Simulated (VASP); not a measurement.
Method: PBE GGA, VASP's PBE PAW potentials (set 64) (plane waves; VASP).

A VASP calculation is set up with these files.

POSCAR:
```
LaP
1.0
  4.2739150000   0.0000000000   0.0000000000
  0.0000000000   4.2739150000   0.0000000000
  0.0000000000   0.0000000000   7.5255390000
La P
2 2
Direct
  0.0000000000   0.5000000000   0.0000000000
  0.5000000000   0.0000000000   0.5000000000
  0.0000000000   0.0000000000   0.2500000000
  0.0000000000   0.0000000000   0.7500000000
```

### INCAR
```
ALGO = VeryFast
EDIFF = 1E-6
ENCUT = 400
GGA = PE
ISIF = 2
ISMEAR = 0
LASPH = T
LCHARG = F
LMAXMIX = 6
LREAL = F
LWAVE = F
NELM = 100
PREC = Accurate
SIGMA = 0.05
SYSTEM = LaP
```

File KPOINTS:
```
kpoints
0
gamma
5 5 3
0 0 0
```

POTCAR, in this order: La P (PBE.64 set). Program: vasp_std.

The run wrote:

File OUTCAR:
```
 ion  position               nearest neighbor table
   1  0.000  0.500  0.000-   3 2.85   4 2.85   3 2.85   4 2.85
   2  0.500  0.000  0.500-   3 2.85   4 2.85   3 2.85   4 2.85
   3  0.000  0.000  0.250-   1 2.85   2 2.85   1 2.85   2 2.85
   4  0.000  0.000  0.750-   1 2.85   2 2.85   1 2.85   2 2.85
  LATTYP: Found a simple tetragonal cell.
 ALAT       =     4.2739150000
 C/A-ratio  =     1.7608068948
 Subroutine PRICEL returns:
 Original cell was already a primitive cell.
 Subroutine GETGRP returns: Found 16 space group operations
The static configuration has the point symmetry D_2h.
 The point group associated with its full space group is D_4h.
The dynamic configuration has the point symmetry D_2h.
 Subroutine INISYM returns: Found 16 space group operations
 Subroutine IBZKPT returns following result:
 Found     12 irreducible k-points:

 Following reciprocal coordinates:
            Coordinates               Weight
  0.000000  0.000000  0.000000      1.000000
  0.200000  0.000000  0.000000      4.000000
  0.400000  0.000000  0.000000      4.000000
  0.200000  0.200000  0.000000      4.000000
  0.400000  0.200000  0.000000      8.000000
  0.400000  0.400000  0.000000      4.000000
  0.000000  0.000000  0.333333      2.000000
  0.200000  0.000000  0.333333      8.000000
  0.400000  0.000000  0.333333      8.000000
  0.200000  0.200000  0.333333      8.000000
  0.400000  0.200000  0.333333     16.000000
  0.400000  0.400000  0.333333      8.000000
   k-points           NKPTS =     12   k-points in BZ     NKDIM =     12   number of bands    NBANDS=     20
   number of dos      NEDOS =    301   number of ions     NIONS =      4
   total plane-waves  NPLWV =  39200
   dimension x,y,z NGX =    28 NGY =   28 NGZ =   50
   dimension x,y,z NGXF=    56 NGYF=   56 NGZF=  100
   ions per type =               2   2
   PREC   = accura    normal or accurate (medium, high low for compatibility)
   ISTART =      0    job   : 0-new  1-cont  2-samecut
...
```

**OSZICAR**
```
...
RMM:  12     0.160276464631E+03   -0.43506E+01   -0.35921E+01   957   0.457E+01    0.315E+01
RMM:  13     0.211458651093E+03    0.51182E+02   -0.66130E+01   948   0.304E+02    0.196E+01
RMM:  14     0.192429529854E+03   -0.19029E+02   -0.16345E+02   959   0.775E+01    0.918E+00
RMM:  15     0.188247890383E+03   -0.41816E+01   -0.40077E+01   959   0.517E+01    0.904E+00
RMM:  16     0.184594459737E+03   -0.36534E+01   -0.39336E+01   904   0.842E+01    0.125E+01
RMM:  17     0.186171056051E+03    0.15766E+01   -0.93790E+00   942   0.622E+01    0.233E+00
RMM:  18     0.183684520684E+03   -0.24865E+01   -0.23722E+01   952   0.295E+01    0.170E+00
RMM:  19     0.182873373927E+03   -0.81115E+00   -0.78491E+00   954   0.256E+01    0.192E+00
RMM:  20     0.182407274666E+03   -0.46610E+00   -0.61526E+00   950   0.244E+01    0.744E-01
RMM:  21     0.182087602830E+03   -0.31967E+00   -0.34872E+00   958   0.218E+01    0.675E-01
RMM:  22     0.181833372915E+03   -0.25423E+00   -0.25179E+00   960   0.205E+01    0.513E-01
RMM:  23     0.181489403258E+03   -0.34397E+00   -0.34785E+00   960   0.196E+01    0.687E-01
RMM:  24     0.181154504148E+03   -0.33490E+00   -0.33398E+00   960   0.187E+01    0.357E-01
RMM:  25     0.180788612367E+03   -0.36589E+00   -0.36360E+00   960   0.182E+01    0.558E-01
RMM:  26     0.180447767143E+03   -0.34085E+00   -0.33806E+00   960   0.176E+01    0.469E-01
RMM:  27     0.180190975408E+03   -0.25679E+00   -0.25519E+00   960   0.170E+01    0.437E-01
RMM:  28     0.179975916872E+03   -0.21506E+00   -0.21417E+00   960   0.166E+01    0.603E-01
RMM:  29     0.179830983501E+03   -0.14493E+00   -0.14565E+00   960   0.162E+01    0.651E-01
RMM:  30     0.179670318266E+03   -0.16067E+00   -0.15990E+00   960   0.158E+01    0.753E-01
RMM:  31     0.179521704646E+03   -0.14861E+00   -0.14802E+00   960   0.155E+01    0.781E-01
RMM:  32     0.179375350734E+03   -0.14635E+00   -0.14809E+00   960   0.152E+01    0.894E-01
RMM:  33     0.179258041605E+03   -0.11731E+00   -0.12075E+00   960   0.149E+01    0.959E-01
RMM:  34     0.179114464011E+03   -0.14358E+00   -0.14433E+00   960   0.146E+01    0.106E+00
RMM:  35     0.178980759649E+03   -0.13370E+00   -0.13158E+00   960   0.144E+01    0.115E+00
RMM:  36     0.178844353733E+03   -0.13641E+00   -0.13856E+00   960   0.141E+01    0.124E+00
RMM:  37     0.178726357054E+03   -0.11800E+00   -0.12108E+00   960   0.140E+01    0.133E+00
RMM:  38     0.178592629569E+03   -0.13373E+00   -0.12846E+00   957   0.137E+01    0.144E+00
RMM:  39     0.178420609979E+03   -0.17202E+00   -0.16341E+00   958   0.135E+01    0.160E+00
RMM:  40     0.178256837336E+03   -0.16377E+00   -0.16575E+00   960   0.133E+01    0.171E+00
RMM:  41     0.178105872580E+03   -0.15096E+00   -0.15206E+00   960   0.132E+01    0.179E+00
RMM:  42     0.177994432114E+03   -0.11144E+00   -0.12993E+00   956   0.129E+01    0.177E+00
RMM:  43     0.177850867040E+03   -0.14357E+00   -0.14307E+00   960   0.127E+01    0.186E+00
RMM:  44     0.177695168274E+03   -0.15570E+00   -0.15203E+00   958   0.125E+01    0.195E+00
RMM:  45     0.177570982934E+03   -0.12419E+00   -0.13313E+00   959   0.124E+01    0.199E+00
RMM:  46     0.177478463717E+03   -0.92519E-01   -0.92191E-01   960   0.122E+01    0.207E+00
RMM:  47     0.177385113361E+03   -0.93350E-01   -0.91296E-01   959   0.121E+01    0.215E+00
RMM:  48     0.177289201029E+03   -0.95912E-01   -0.10069E+00   960   0.119E+01    0.220E+00
RMM:  49     0.177229956189E+03   -0.59245E-01   -0.60178E-01   960   0.119E+01    0.227E+00
RMM:  50     0.177152794464E+03   -0.77162E-01   -0.77329E-01   960   0.116E+01    0.234E+00
RMM:  51     0.177070846109E+03   -0.81948E-01   -0.73042E-01   956   0.116E+01    0.244E+00
RMM:  52     0.177044975991E+03   -0.25870E-01   -0.46357E-01   954   0.114E+01    0.240E+00
RMM:  53     0.177007429768E+03   -0.37546E-01   -0.39605E-01   958   0.113E+01    0.245E+00
RMM:  54     0.176956999242E+03   -0.50431E-01   -0.54109E-01   960   0.111E+01    0.250E+00
RMM:  55     0.176903525182E+03   -0.53474E-01   -0.54183E-01   960   0.111E+01    0.256E+00
RMM:  56     0.176859057117E+03   -0.44468E-01   -0.47644E-01   960   0.109E+01    0.261E+00
RMM:  57     0.176811788825E+03   -0.47268E-01   -0.48841E-01   960   0.108E+01    0.265E+00
RMM:  58     0.176756682024E+03   -0.55107E-01   -0.40026E-01   952   0.107E+01    0.276E+00
RMM:  59     0.176701346104E+03   -0.55336E-01   -0.54364E-01   956   0.106E+01    0.282E+00
RMM:  60     0.176687125427E+03   -0.14221E-01   -0.29372E-01   952   0.105E+01    0.281E+00
RMM:  61     0.176657602817E+03   -0.29523E-01   -0.31648E-01   960   0.103E+01    0.286E+00
RMM:  62     0.176625709282E+03   -0.31894E-01   -0.33386E-01   955   0.102E+01    0.290E+00
RMM:  63     0.176555185314E+03   -0.70524E-01   -0.48584E-01   946   0.102E+01    0.301E+00
RMM:  64     0.176524604676E+03   -0.30581E-01   -0.49564E-01   952   0.101E+01    0.299E+00
RMM:  65     0.176503287896E+03   -0.21317E-01   -0.21072E-01   960   0.100E+01    0.305E+00
RMM:  66     0.176470152837E+03   -0.33135E-01   -0.40426E-01   951   0.985E+00    0.308E+00
RMM:  67     0.176450658540E+03   -0.19494E-01   -0.27616E-01   952   0.981E+00    0.310E+00
RMM:  68     0.176513699814E+03    0.63041E-01    0.15814E-01   947   0.975E+00    0.295E+00
RMM:  69     0.176525622690E+03    0.11923E-01    0.97529E-02   955   0.951E+00    0.297E+00
RMM:  70     0.176495142437E+03   -0.30480E-01   -0.36451E-01   957   0.942E+00    0.298E+00
RMM:  71     0.176506462837E+03    0.11320E-01    0.52024E-02   959   0.940E+00    0.300E+00
RMM:  72     0.176504111992E+03   -0.23508E-02   -0.13285E-01   957   0.924E+00    0.298E+00
RMM:  73     0.176470258905E+03   -0.33853E-01   -0.16357E-01   948   0.929E+00    0.307E+00
RMM:  74     0.176452197555E+03   -0.18061E-01   -0.27761E-01   956   0.912E+00    0.312E+00
RMM:  75     0.176399603577E+03   -0.52594E-01   -0.45176E-01   947   0.910E+00    0.321E+00
RMM:  76     0.176372784102E+03   -0.26819E-01   -0.28935E-01   959   0.899E+00    0.325E+00
RMM:  77     0.176342134508E+03   -0.30650E-01   -0.26633E-01   949   0.895E+00    0.331E+00
RMM:  78     0.176150782200E+03   -0.19135E+00   -0.10055E+00   955   0.944E+00    0.371E+00
RMM:  79     0.176078764540E+03   -0.72018E-01   -0.66709E-01   949   0.897E+00    0.383E+00
RMM:  80     0.176071945322E+03   -0.68192E-02   -0.36975E-01   942   0.887E+00    0.383E+00
RMM:  81     0.176040480638E+03   -0.31465E-01   -0.18658E-01   957   0.882E+00    0.389E+00
RMM:  82     0.175989135753E+03   -0.51345E-01   -0.42089E-01   948   0.875E+00    0.395E+00
RMM:  83     0.176181703624E+03    0.19257E+00    0.36887E-01   960   0.929E+00    0.371E+00
RMM:  84     0.176232077764E+03    0.50374E-01    0.42499E-01   957   0.849E+00    0.359E+00
RMM:  85     0.176233369427E+03    0.12917E-02    0.24367E-02   959   0.839E+00    0.359E+00
RMM:  86     0.176289477146E+03    0.56108E-01    0.24717E-01   948   0.853E+00    0.333E+00
RMM:  87     0.176289384845E+03   -0.92301E-04    0.93181E-02   956   0.825E+00    0.340E+00
RMM:  88     0.176385928939E+03    0.96544E-01   -0.29828E-01   959   0.913E+00    0.286E+00
RMM:  89     0.176416990944E+03    0.31062E-01    0.22871E-01   957   0.799E+00    0.286E+00
RMM:  90     0.176415891424E+03   -0.10995E-02   -0.62956E-02   959   0.791E+00    0.281E+00
RMM:  91     0.176427104534E+03    0.11213E-01    0.17147E-01   943   0.795E+00    0.284E+00
RMM:  92     0.176423966605E+03   -0.31379E-02   -0.56113E-02   952   0.786E+00    0.286E+00
RMM:  93     0.176361504638E+03   -0.62462E-01   -0.59854E-02   957   0.806E+00    0.306E+00
RMM:  94     0.176225952293E+03   -0.13555E+00   -0.62769E-01   959   0.831E+00    0.341E+00
RMM:  95     0.176187060809E+03   -0.38891E-01   -0.42065E-01   960   0.789E+00    0.346E+00
RMM:  96     0.176154716080E+03   -0.32345E-01   -0.37315E-01   960   0.780E+00    0.347E+00
RMM:  97     0.176145013869E+03   -0.97022E-02   -0.13305E-01   960   0.776E+00    0.349E+00
RMM:  98     0.176265968098E+03    0.12095E+00    0.79595E-02   959   0.828E+00    0.306E+00
RMM:  99     0.176334952875E+03    0.68985E-01   -0.25039E-01   960   0.791E+00    0.275E+00
RMM: 100     0.176358819240E+03    0.23866E-01   -0.12202E-01   958   0.748E+00
   1 F= 0.17635882E+03 E0= 0.17636326E+03  d E =-.888824E-02
```

OUTCAR:
```
------------------------ aborting loop EDIFF was not reached (unconverged)  ----------------------------
  FORCE on cell =-STRESS in cart. coord.  units (eV):
  Direction    XX          YY          ZZ          XY          YZ          ZX
  --------------------------------------------------------------------------------------
  Total       -8.3122528     -8.3122528     -7.5286376      0.0000000      0.0000000      0.0000000
  in kB      -96.8812992    -96.8812992    -87.7480758      0.0000000      0.0000000      0.0000000
  external PRESSURE =     -93.8368914 kB  Pullay stress =       0.0000000 kB
  volume of cell :      137.46
      direct lattice vectors                 reciprocal lattice vectors
     4.273915000  0.000000000  0.000000000     0.233977512  0.000000000  0.000000000
     0.000000000  4.273915000  0.000000000     0.000000000  0.233977512  0.000000000
     0.000000000  0.000000000  7.525539000     0.000000000  0.000000000  0.132880847
 POSITION                                       TOTAL-FORCE (eV/Angst)
 -----------------------------------------------------------------------------------
      0.00000      2.13696      0.00000         0.000000      0.000000      0.000000
      2.13696      0.00000      3.76277         0.000000      0.000000      0.000000
      0.00000      0.00000      1.88138        -0.000000      0.000000     -0.000000
      0.00000      0.00000      5.64415         0.000000      0.000000      0.000000
 -----------------------------------------------------------------------------------
    total drift:                               -0.000000      0.000000      0.000000
  FREE ENERGIE OF THE ION-ELECTRON SYSTEM (eV)
  ---------------------------------------------------
  free  energy   TOTEN  =       176.3588192401 eV

  energy  without entropy=      176.3677074809  energy(sigma->0) =      176.36326336
```
(Selected blocks of OUTCAR.)

### stdout
```
...
RMM:  81     0.176040480638E+03   -0.31465E-01   -0.18658E-01   957   0.882E+00    0.389E+00
RMM:  82     0.175989135753E+03   -0.51345E-01   -0.42089E-01   948   0.875E+00    0.395E+00
RMM:  83     0.176181703624E+03    0.19257E+00    0.36887E-01   960   0.929E+00    0.371E+00
RMM:  84     0.176232077764E+03    0.50374E-01    0.42499E-01   957   0.849E+00    0.359E+00
RMM:  85     0.176233369427E+03    0.12917E-02    0.24367E-02   959   0.839E+00    0.359E+00
RMM:  86     0.176289477146E+03    0.56108E-01    0.24717E-01   948   0.853E+00    0.333E+00
RMM:  87     0.176289384845E+03   -0.92301E-04    0.93181E-02   956   0.825E+00    0.340E+00
RMM:  88     0.176385928939E+03    0.96544E-01   -0.29828E-01   959   0.913E+00    0.286E+00
RMM:  89     0.176416990944E+03    0.31062E-01    0.22871E-01   957   0.799E+00    0.286E+00
RMM:  90     0.176415891424E+03   -0.10995E-02   -0.62956E-02   959   0.791E+00    0.281E+00
RMM:  91     0.176427104534E+03    0.11213E-01    0.17147E-01   943   0.795E+00    0.284E+00
RMM:  92     0.176423966605E+03   -0.31379E-02   -0.56113E-02   952   0.786E+00    0.286E+00
RMM:  93     0.176361504638E+03   -0.62462E-01   -0.59854E-02   957   0.806E+00    0.306E+00
RMM:  94     0.176225952293E+03   -0.13555E+00   -0.62769E-01   959   0.831E+00    0.341E+00
RMM:  95     0.176187060809E+03   -0.38891E-01   -0.42065E-01   960   0.789E+00    0.346E+00
RMM:  96     0.176154716080E+03   -0.32345E-01   -0.37315E-01   960   0.780E+00    0.347E+00
RMM:  97     0.176145013869E+03   -0.97022E-02   -0.13305E-01   960   0.776E+00    0.349E+00
RMM:  98     0.176265968098E+03    0.12095E+00    0.79595E-02   959   0.828E+00    0.306E+00
RMM:  99     0.176334952875E+03    0.68985E-01   -0.25039E-01   960   0.791E+00    0.275E+00
RMM: 100     0.176358819240E+03    0.23866E-01   -0.12202E-01   958   0.748E+00

 -----------------------------------------------------------------------------
|                                                                             |
|           W    W    AA    RRRRR   N    N  II  N    N   GGGG   !!!           |
|           W    W   A  A   R    R  NN   N  II  NN   N  G    G  !!!           |
|           W    W  A    A  R    R  N N  N  II  N N  N  G       !!!           |
|           W WW W  AAAAAA  RRRRR   N  N N  II  N  N N  G  GGG   !            |
|           WW  WW  A    A  R   R   N   NN  II  N   NN  G    G                |
|           W    W  A    A  R    R  N    N  II  N    N   GGGG   !!!           |
|                                                                             |
|     The electronic self-consistency was not achieved in the given           |
|     number of steps (NELM). The forces and other quantities evaluated       |
|     might not be reliable so examine the results carefully. If you find     |
|     spurious results, we suggest increasing NELM, if you were close to      |
|     convergence or switching to a different ALGO or adjusting the           |
|     density mixing parameters otherwise.                                    |
|                                                                             |
 -----------------------------------------------------------------------------

   1 F= 0.17635882E+03 E0= 0.17636326E+03  d E =-.888824E-02
```

Convergence was not reached.

The structure was generated: LaP was put into the PtS type (P4_2/mmc), which need not be its known phase. The cell was not relaxed at this level. The run is one of a series of settings (ALGO = VeryFast against the base run), some of them coarse on purpose.
